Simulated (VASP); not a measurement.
Output of a VASP run:

File OUTCAR:
```
 ion  position               nearest neighbor table
   1  0.000  0.500  0.310-   8 2.12   7 2.12   7 2.12   7 2.12   7 2.12
   2  0.000  0.500  0.462-   8 2.12   9 2.12   9 2.12   9 2.12   9 2.12  10 2.12
   3  0.500  0.000  0.386-   9 2.12   7 2.12   8 2.12   8 2.12   8 2.12   8 2.12
   4  0.000  0.500  0.614-  10 2.12  12 2.12  11 2.12  11 2.12  11 2.12  11 2.12
   5  0.500  0.000  0.538-  11 2.12  10 2.12  10 2.12  10 2.12  10 2.12   9 2.12
   6  0.500  0.000  0.690-  11 2.12  12 2.12  12 2.12  12 2.12  12 2.12
   7  0.500  0.000  0.310-   3 2.12   1 2.12   1 2.12   1 2.12   1 2.12   8 3.00   8 3.00   8 3.00
                             8 3.00
   8  0.000  0.500  0.386-   2 2.12   1 2.12   3 2.12   3 2.12   3 2.12   3 2.12   9 3.00   9 3.00
                             9 3.00   9 3.00   7 3.00   7 3.00   7 3.00   7 3.00
   9  0.500  0.000  0.462-   3 2.12   2 2.12   2 2.12   2 2.12   2 2.12   5 2.12   8 3.00   8 3.00
                             8 3.00   8 3.00  10 3.00  10 3.00  10 3.00  10 3.00
  10  0.000  0.500  0.538-   4 2.12   5 2.12   5 2.12   5 2.12   5 2.12   2 2.12  11 3.00  11 3.00
                            11 3.00  11 3.00   9 3.00   9 3.00   9 3.00   9 3.00
  11  0.500  0.000  0.614-   5 2.12   6 2.12   4 2.12   4 2.12   4 2.12   4 2.12  10 3.00  10 3.00
                            10 3.00  10 3.00  12 3.00  12 3.00  12 3.00  12 3.00
  12  0.000  0.500  0.690-   4 2.12   6 2.12   6 2.12   6 2.12   6 2.12  11 3.00  11 3.00  11 3.00
                            11 3.00
  LATTYP: Found a simple tetragonal cell.
 ALAT       =     3.0030462020
 C/A-ratio  =     9.2814049420
 Subroutine PRICEL returns:
 Original cell was already a primitive cell.
 Subroutine GETGRP returns: Found 16 space group operations
The static configuration has the point symmetry D_2d.
 The point group associated with its full space group is D_4h.
The dynamic configuration has the point symmetry D_2d.
 Subroutine INISYM returns: Found 16 space group operations
 Subroutine IBZKPT returns following result:
 Found     10 irreducible k-points:

 Following reciprocal coordinates:
            Coordinates               Weight
  0.000000  0.000000  0.000000      1.000000
  0.142857  0.000000  0.000000      4.000000
  0.285714  0.000000  0.000000      4.000000
  0.428571  0.000000  0.000000      4.000000
  0.142857  0.142857  0.000000      4.000000
  0.285714  0.142857  0.000000      8.000000
  0.428571  0.142857  0.000000      8.000000
  0.285714  0.285714  0.000000      4.000000
  0.428571  0.285714  0.000000      8.000000
  0.428571  0.428571  0.000000      4.000000
   k-points           NKPTS =     10   k-points in BZ     NKDIM =     10   number of bands    NBANDS=     31
   number of dos      NEDOS =    301   number of ions     NIONS =     12
   total plane-waves  NPLWV =  38400
   dimension x,y,z NGX =    16 NGY =   16 NGZ =  150
   dimension x,y,z NGXF=    32 NGYF=   32 NGZF=  300
   ions per type =               6   6
   PREC   = normal    normal or accurate (medium, high low for compatibility)
   ISTART =      0    job   : 0-new  1-cont  2-samecut
   ICHARG =      2    charge: 1-file 2-atom 10-const
   ISPIN  =      1    spin polarized calculation?
   LNONCOLLINEAR =      F non collinear calculations
   LSORBIT =      F    spin-orbit coupling
   INIWAV =      1    electr: 0-lowe 1-rand  2-diag
   ENCUT  =  450.0 eV  33.07 Ry    5.75 a.u.   5.19  5.19 48.21*2*pi/ulx,y,z
   NELM   =    100;   NELMIN=  4; NELMDL= -5     # of ELM steps
   EDIFF  = 0.1E-04   stopping-criterion for ELM
   LREAL  =      F    real-space projection
   NLSPLINE    = F    spline interpolate recip. space projectors
   LMAXMIX     =    2 max onsite mixed and CHGCAR
   VOSKOWN=      0    Vosko Wilk Nusair interpolation
   EDIFFG = -.3E-01   stopping-criterion for IOM
   NSW    =     50    number of steps for IOM
   NBLOCK =      1;   KBLOCK =     50    inner block; outer block
   IBRION =      2    ionic relax: 0-MD 1-quasi-New 2-CG
   NFREE  =      1    steps in history (QN), initial steepest desc. (CG)
   ISIF   =      2    stress and relaxation
   ISYM   =      2    0-nonsym 1-usesym 2-fastsym
   TEIN   =    0.0    initial temperature
   TEBEG  =    0.0;   TEEND  =   0.0 temperature during run
   SMASS  =  -3.00    Nose mass-parameter (am)
   PSTRESS=    0.0 pullay stress
   NELECT =      48.0000    total number of electrons
   EFERMI =   0.00;   METHOD = LEGACY
   ISMEAR =     0;   SIGMA  =   0.05  broadening in eV -4-tet -1-fermi 0-gaus
   IALGO  =     38    algorithm
   LDIAG  =      T    sub-space diagonalisation (order eigenvalues)
...
```

### OSZICAR
```
...
DAV:  15    -0.704709200407E+02   -0.49762E-03   -0.56331E-04   664   0.167E-01    0.453E-02
DAV:  16    -0.704713478724E+02   -0.42783E-03   -0.59319E-04   635   0.160E-01    0.274E-02
DAV:  17    -0.704717377053E+02   -0.38983E-03   -0.27035E-04   635   0.981E-02    0.156E-02
DAV:  18    -0.704717899516E+02   -0.52246E-04   -0.32498E-05   589   0.317E-02    0.767E-03
DAV:  19    -0.704719079364E+02   -0.11798E-03   -0.20755E-05   562   0.222E-02    0.322E-03
DAV:  20    -0.704719748115E+02   -0.66875E-04   -0.52292E-06   454   0.969E-03    0.361E-03
DAV:  21    -0.704720241137E+02   -0.49302E-04   -0.41153E-06   454   0.100E-02    0.147E-03
DAV:  22    -0.704720425516E+02   -0.18438E-04   -0.19574E-06   422   0.668E-03    0.194E-03
DAV:  23    -0.704720471645E+02   -0.46130E-05   -0.59574E-07   408   0.539E-03
   1 F= -.70472047E+02 E0= -.70472047E+02  d E =-.704720E+02
       N       E                     dE             d eps       ncg     rms          rms(c)
DAV:   1    -0.704947554951E+02   -0.22713E-01   -0.57262E+00   650   0.143E+01    0.220E-01
DAV:   2    -0.704982106930E+02   -0.34552E-02   -0.76737E-02   690   0.159E+00    0.181E-01
DAV:   3    -0.704964172711E+02    0.17934E-02   -0.17300E-03   747   0.403E-01    0.128E-01
DAV:   4    -0.704942289373E+02    0.21883E-02   -0.27970E-03   803   0.580E-01    0.520E-02
DAV:   5    -0.704939493373E+02    0.27960E-03   -0.24173E-03   792   0.387E-01    0.345E-02
DAV:   6    -0.704941142834E+02   -0.16495E-03   -0.74798E-04   683   0.150E-01    0.337E-02
DAV:   7    -0.704940447859E+02    0.69498E-04   -0.10783E-04   760   0.998E-02    0.175E-02
DAV:   8    -0.704941113752E+02   -0.66589E-04   -0.10653E-04   664   0.938E-02    0.576E-03
DAV:   9    -0.704941618086E+02   -0.50433E-04   -0.63396E-05   668   0.536E-02    0.966E-03
DAV:  10    -0.704941868686E+02   -0.25060E-04   -0.53995E-06   471   0.139E-02    0.805E-03
DAV:  11    -0.704942541753E+02   -0.67307E-04   -0.47456E-05   576   0.508E-02    0.110E-02
DAV:  12    -0.704942562257E+02   -0.20504E-05   -0.60133E-06   499   0.158E-02
   2 F= -.70494256E+02 E0= -.70494256E+02  d E =-.222091E-01
       N       E                     dE             d eps       ncg     rms          rms(c)
DAV:   1    -0.704944607413E+02   -0.20657E-03   -0.60793E-02   696   0.142E+00    0.208E-02
DAV:   2    -0.704944881541E+02   -0.27413E-04   -0.72736E-04   746   0.155E-01    0.175E-02
DAV:   3    -0.704944698069E+02    0.18347E-04   -0.21040E-05   618   0.398E-02    0.127E-02
DAV:   4    -0.704944502516E+02    0.19555E-04   -0.23018E-05   643   0.464E-02    0.640E-03
DAV:   5    -0.704944477613E+02    0.24903E-05   -0.22324E-05   590   0.399E-02
   3 F= -.70494448E+02 E0= -.70494448E+02  d E =-.224006E-01
       N       E                     dE             d eps       ncg     rms          rms(c)
DAV:   1    -0.704952647810E+02   -0.81453E-03   -0.27501E-01   655   0.333E+00    0.540E-02
DAV:   2    -0.704954445046E+02   -0.17972E-03   -0.41143E-03   760   0.435E-01    0.408E-02
DAV:   3    -0.704953564282E+02    0.88076E-04   -0.21264E-04   777   0.132E-01    0.306E-02
DAV:   4    -0.704952873161E+02    0.69112E-04   -0.56844E-05   717   0.807E-02    0.185E-02
DAV:   5    -0.704952317517E+02    0.55564E-04   -0.12988E-04   750   0.146E-01    0.101E-02
DAV:   6    -0.704952362207E+02   -0.44690E-05   -0.11097E-04   675   0.873E-02    0.741E-03
DAV:   7    -0.704952407655E+02   -0.45448E-05   -0.20405E-05   532   0.308E-02
   4 F= -.70495241E+02 E0= -.70495241E+02  d E =-.793004E-03
```

File OUTCAR:
```
------------------------ aborting loop because EDIFF is reached ----------------------------------------
  FORCE on cell =-STRESS in cart. coord.  units (eV):
  Direction    XX          YY          ZZ          XY          YZ          ZX
  --------------------------------------------------------------------------------------
  Total       -4.4661916     -4.4661916     -0.7806707      0.0000000      0.0000000      0.0000000
  in kB      -28.4674243    -28.4674243     -4.9759810      0.0000000      0.0000000      0.0000000
  external PRESSURE =     -20.6369432 kB  Pullay stress =       0.0000000 kB
  volume of cell :      251.36
      direct lattice vectors                 reciprocal lattice vectors
     3.003046202  0.000000000  0.000000000     0.332995210  0.000000000  0.000000000
     0.000000000  3.003046202  0.000000000     0.000000000  0.332995210  0.000000000
     0.000000000  0.000000000 27.872487860     0.000000000  0.000000000  0.035877673
 POSITION                                       TOTAL-FORCE (eV/Angst)
 -----------------------------------------------------------------------------------
      3.00305      1.50152      8.60109         0.000000     -0.000000     -0.004349
      3.00305      1.50152     12.87485         0.000000     -0.000000     -0.016595
      1.50152      3.00305     10.75577         0.000000     -0.000000     -0.016542
      3.00305      1.50152     17.11671         0.000000     -0.000000      0.016542
      1.50152      0.00000     14.99764        -0.000000      0.000000      0.016595
      1.50152      3.00305     19.27140        -0.000000      0.000000      0.004349
      1.50152      0.00000      8.65191         0.000000      0.000000     -0.006765
      3.00305      1.50152     10.74650         0.000000     -0.000000      0.010932
      1.50152      3.00305     12.87450         0.000000      0.000000      0.020905
      3.00305      1.50152     14.99799         0.000000     -0.000000     -0.020905
      1.50152      3.00305     17.12598        -0.000000     -0.000000     -0.010932
      3.00305      1.50152     19.22057         0.000000     -0.000000      0.006765
 -----------------------------------------------------------------------------------
    total drift:                                0.000000      0.000000      0.000000
  FREE ENERGIE OF THE ION-ELECTRON SYSTEM (eV)
  ---------------------------------------------------
  free  energy   TOTEN  =       -70.4952407655 eV

  energy  without entropy=      -70.4952407655  energy(sigma->0) =      -70.49524077

 reached required accuracy - stopping structural energy minimisation
```
(Selected blocks of OUTCAR.)

### POSCAR
```
MgO(100) slab
1
    3.0030462020     0.0000000000     0.0000000000
    0.0000000000     3.0030462020    -0.0000000000
   -0.0000000000    -0.0000000000    27.8724878603
O Mg
6 6
Direct
  0.0000000000   0.5000000000   0.3095370000
  0.0000000000   0.5000000000   0.4619070000
  0.5000000000   0.0000000000   0.3857220000
  0.0000000000   0.5000000000   0.6142780000
  0.5000000000   0.0000000000   0.5380930000
  0.5000000000   0.0000000000   0.6904630000
  0.5000000000   0.0000000000   0.3095370000
  0.0000000000   0.5000000000   0.3857220000
  0.5000000000   0.0000000000   0.4619070000
  0.0000000000   0.5000000000   0.5380930000
  0.5000000000   0.0000000000   0.6142780000
  0.0000000000   0.5000000000   0.6904630000
```

Q: Reconstruct the remaining input files.

A: Several could match; the one computed here: the input of the run itself, PBE GGA, plane waves, VASP's PBE PAW potentials (set 64).

KPOINTS:
```
Automatic mesh
0
Gamma
7 7 1
0 0 0
```

INCAR:
```
SYSTEM = MgO(100) slab
PREC = Normal
ENCUT = 450
EDIFF = 1E-5
NELM = 100
ALGO = Normal
LREAL = .FALSE.
LASPH = .TRUE.
ISMEAR = 0
SIGMA = 0.05
GGA = PE
LWAVE = .TRUE.
LCHARG = .FALSE.
NELMIN = 4
LDIPOL = .TRUE.
IDIPOL = 3
DIPOL = 0.5 0.5 0.5
IBRION = 2
ISIF = 2
NSW = 50
EDIFFG = -0.03
```

POTCAR, in this order: O Mg (PBE.64 set). Program: vasp_std.

At this cut-off the stress carries a Pulay error, which pulls relaxed volumes low.

The cell is a thin slab with vacuum, built from MgO (rock salt): (100) face.
